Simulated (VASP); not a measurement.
Method: PBE GGA, VASP's PBE PAW potentials (set 64) (plane waves; VASP).

Input for VASP

File POSCAR:
```
Tc3Ag
1
    0.0000000000     3.3782460000     3.3782460000
    3.3782460000     0.0000000000     3.3782460000
    3.3782460000     3.3782460000     0.0000000000
Ag Tc
1 3
Direct
  0.0000000000   0.0000000000   0.0000000000
  0.5000000000   0.5000000000   0.5000000000
  0.2500000000   0.2500000000   0.2500000000
  0.7500000000   0.7500000000   0.7500000000
```

File KPOINTS_OPT:
```
k-points along high-symmetry lines
10
Line-mode
Reciprocal
  0.000000   0.000000   0.000000 ! GAMMA
  0.500000   0.000000   0.500000 ! X

  0.500000   0.000000   0.500000 ! X
  0.625000   0.250000   0.625000 ! U

  0.375000   0.375000   0.750000 ! K
  0.000000   0.000000   0.000000 ! GAMMA

  0.000000   0.000000   0.000000 ! GAMMA
  0.500000   0.500000   0.500000 ! L

  0.500000   0.500000   0.500000 ! L
  0.500000   0.250000   0.750000 ! W

  0.500000   0.250000   0.750000 ! W
  0.500000   0.000000   0.500000 ! X
```

**INCAR**
```
# general
SYSTEM  = Tc3Ag
PREC    = Accurate
ENCUT   = 300   # plane-wave cut-off (eV)
LREAL   = F
LASPH   = T

# electronic loop
EDIFF   = 1E-6   # SCF stop (eV)
NELM    = 100   # most electronic steps
ALGO    = Normal   # blocked Davidson
LMAXMIX = 4

# smearing
ISMEAR  = -1
SIGMA   = 0.1

# functional
GGA     = PE   # PBE

# ions
ISIF    = 2

# output
LWAVE   = F
LCHARG  = F
```

### KPOINTS
```
Automatic mesh
0
G
  7 7 7
```

POTCAR, in this order: Ag Tc_pv (PBE.64 set). Program: vasp_std.

Q: What will the output report for the number of irreducible k-points (NKPTS), largest plane-wave count, number of space-group operations, FFT grid (NGX, NGY, NGZ)?

A: 
```yaml
number of irreducible k-points (NKPTS): 20
largest_plane_wave_count: 941
number_of_space_group_operations: 48
FFT grid (NGX, NGY, NGZ): 28 × 28 × 28
```

The structure was generated: Tc3Ag was put into an ordered model structure, which need not be its known phase. The cell was not relaxed at this level.
